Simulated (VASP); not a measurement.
Here is the system:

```
CELL_PARAMETERS angstrom
      9.17585    -4.80660     0.00041
      9.17585     4.80660     0.00041
      6.65764     0.00000     7.93570
ATOMIC_POSITIONS crystal
  Ga 0.42750 0.42769 0.42343
  Al 0.17600 0.17600 0.17600
  Al 0.07400 0.07400 0.07400
  Al 0.32160 0.33055 0.32053
  Al 0.42600 0.42600 0.92600
  Al 0.17600 0.17600 0.67600
  Al 0.07400 0.07400 0.57400
  Al 0.32400 0.32400 0.82400
  Al 0.42600 0.92600 0.42600
  Al 0.17600 0.67600 0.17600
  Al 0.07400 0.57400 0.07400
  Al 0.32400 0.82400 0.32400
  Al 0.42600 0.92600 0.92600
  Al 0.17600 0.67600 0.67600
  Al 0.07922 0.57112 0.57657
  Al 0.32400 0.82400 0.82400
  Al 0.92600 0.42600 0.42600
  Al 0.67600 0.17600 0.17600
  Al 0.57400 0.07400 0.07400
  Al 0.82400 0.32400 0.32400
  Al 0.92600 0.42600 0.92600
  Al 0.67600 0.17600 0.67600
  Al 0.57150 0.07890 0.56904
  Al 0.82400 0.32400 0.82400
  Al 0.92600 0.92600 0.42600
  Al 0.67600 0.67600 0.17600
  Al 0.57774 0.56742 0.07779
  Al 0.82400 0.82400 0.32400
  Al 0.92600 0.92600 0.92600
  Al 0.67600 0.67600 0.67600
  Al 0.57400 0.57400 0.57400
  Al 0.82400 0.82400 0.82400
  O  0.22200 0.02800 0.37500
  O  0.02800 0.37500 0.22200
  O  0.27800 0.47200 0.12500
  O  0.12500 0.27800 0.47200
  O  0.47200 0.12500 0.27800
  O  0.37500 0.22200 0.02800
  O  0.22200 0.02800 0.87500
  O  0.02800 0.37500 0.72200
  O  0.27827 0.47585 0.62657
  O  0.12500 0.27800 0.97200
  O  0.47200 0.12500 0.77800
  O  0.37327 0.22831 0.52857
  O  0.22554 0.52267 0.37548
  O  0.02800 0.87500 0.22200
  O  0.27800 0.97200 0.12500
  O  0.12500 0.77800 0.47200
  O  0.46725 0.63020 0.27601
  O  0.37500 0.72200 0.02800
  O  0.22200 0.52800 0.87500
  O  0.02800 0.87500 0.72200
  O  0.27800 0.97200 0.62500
  O  0.12500 0.77800 0.97200
  O  0.47200 0.62500 0.77800
  O  0.37500 0.72200 0.52800
  O  0.72200 0.02800 0.37500
  O  0.53254 0.37637 0.21884
  O  0.77800 0.47200 0.12500
  O  0.62413 0.28222 0.46784
  O  0.97200 0.12500 0.27800
  O  0.87500 0.22200 0.02800
  O  0.72200 0.02800 0.87500
  O  0.52800 0.37500 0.72200
  O  0.77800 0.47200 0.62500
  O  0.62500 0.27800 0.97200
  O  0.97200 0.12500 0.77800
  O  0.87500 0.22200 0.52800
  O  0.72200 0.52800 0.37500
  O  0.52800 0.87500 0.22200
  O  0.77800 0.97200 0.12500
  O  0.62500 0.77800 0.47200
  O  0.97200 0.62500 0.27800
  O  0.87500 0.72200 0.02800
  O  0.72200 0.52800 0.87500
  O  0.52800 0.87500 0.72200
  O  0.77800 0.97200 0.62500
  O  0.62500 0.77800 0.97200
  O  0.97200 0.62500 0.77800
  O  0.87500 0.72200 0.52800
```
Cell charge +2.

Computed with PBE GGA, VASP's PBE PAW potentials (set 64) (plane waves; VASP 6.6.1). Numerical set-up: PREC = Normal, LREAL = Auto, ISYM = 0, NELECT = 382.0, EDIFF = 1E-5, 400 eV cut-off, 1×1×1 Γ-centred mesh, Gaussian smearing of 0.050 eV, potentials Ga Al O.

The cell is charged, with a uniform compensating background. The supercell is sampled at Γ alone, which is coarse: total energies, pressure and levels can be off, energies of defects by several tenths of an eV.

**Question.** The ions are relaxed. Predict the relaxed structure.

**Answer.** 
```
CELL_PARAMETERS angstrom
      9.17585    -4.80660     0.00041
      9.17585     4.80660     0.00041
      6.65764     0.00000     7.93570
ATOMIC_POSITIONS crystal
  Ga 0.42830 0.42870 0.42790
  Al 0.17622 0.17647 0.17601
  Al 0.07391 0.07382 0.07371
  Al 0.32397 0.32433 0.32409
  Al 0.42620 0.42687 0.92636
  Al 0.17564 0.17582 0.67664
  Al 0.07448 0.07385 0.57349
  Al 0.32376 0.32281 0.82642
  Al 0.42680 0.92659 0.42608
  Al 0.17590 0.67689 0.17524
  Al 0.07356 0.57383 0.07446
  Al 0.32247 0.82704 0.32351
  Al 0.42621 0.92684 0.92574
  Al 0.17578 0.67689 0.67718
  Al 0.07195 0.57468 0.57463
  Al 0.32403 0.82394 0.82342
  Al 0.92636 0.42624 0.42662
  Al 0.67672 0.17569 0.17564
  Al 0.57366 0.07474 0.07337
  Al 0.82656 0.32393 0.32232
  Al 0.92626 0.42624 0.92643
  Al 0.67732 0.17579 0.67648
  Al 0.57468 0.07216 0.57413
  Al 0.82370 0.32414 0.82363
  Al 0.92652 0.92621 0.42607
  Al 0.67662 0.67764 0.17537
  Al 0.57458 0.57504 0.07137
  Al 0.82388 0.82372 0.32380
  Al 0.92619 0.92637 0.92613
  Al 0.67623 0.67631 0.67590
  Al 0.57389 0.57396 0.57367
  Al 0.82402 0.82406 0.82358
  O  0.22137 0.02893 0.37457
  O  0.02870 0.37486 0.22134
  O  0.27817 0.47163 0.12506
  O  0.12505 0.27831 0.47134
  O  0.47145 0.12535 0.27804
  O  0.37475 0.22172 0.02853
  O  0.22122 0.02872 0.87505
  O  0.02864 0.37487 0.72144
  O  0.27127 0.47310 0.63341
  O  0.12444 0.27881 0.97214
  O  0.47109 0.12577 0.77778
  O  0.37581 0.21629 0.52916
  O  0.21604 0.52977 0.37557
  O  0.02873 0.87523 0.22101
  O  0.27875 0.97253 0.12407
  O  0.12542 0.77842 0.47104
  O  0.47269 0.63413 0.27076
  O  0.37494 0.72182 0.02793
  O  0.22108 0.52942 0.87608
  O  0.02868 0.87539 0.72127
  O  0.27828 0.97071 0.62515
  O  0.12502 0.77927 0.97105
  O  0.47161 0.62513 0.77836
  O  0.37510 0.72162 0.52818
  O  0.72156 0.02849 0.37463
  O  0.52950 0.37615 0.21556
  O  0.77808 0.47140 0.12518
  O  0.63363 0.27133 0.47242
  O  0.97223 0.12450 0.27851
  O  0.87532 0.22116 0.02854
  O  0.72138 0.02870 0.87506
  O  0.52839 0.37522 0.72107
  O  0.77863 0.47167 0.62481
  O  0.62541 0.27832 0.97025
  O  0.97113 0.12520 0.77901
  O  0.87612 0.22121 0.52906
  O  0.72117 0.52848 0.37488
  O  0.52922 0.87644 0.22081
  O  0.77912 0.97127 0.12492
  O  0.62508 0.77862 0.47141
  O  0.97039 0.62538 0.27814
  O  0.87517 0.72161 0.02850
  O  0.72201 0.52875 0.87399
  O  0.52877 0.87455 0.72148
  O  0.77972 0.96990 0.62533
  O  0.62564 0.77994 0.96918
  O  0.96983 0.62565 0.77959
  O  0.87440 0.72196 0.52860
```
Cell charge +2.

**Question.** How much energy does the relaxation gain?

**Answer.** The energy (σ→0) changes by -7.5 meV/atom, in 10 ionic steps.

The cell is a supercell with a defect, built from Al2O3 (corundum): Ga_Al, charge +2. The run is not spin-polarised, so no state with unpaired spins was tried.
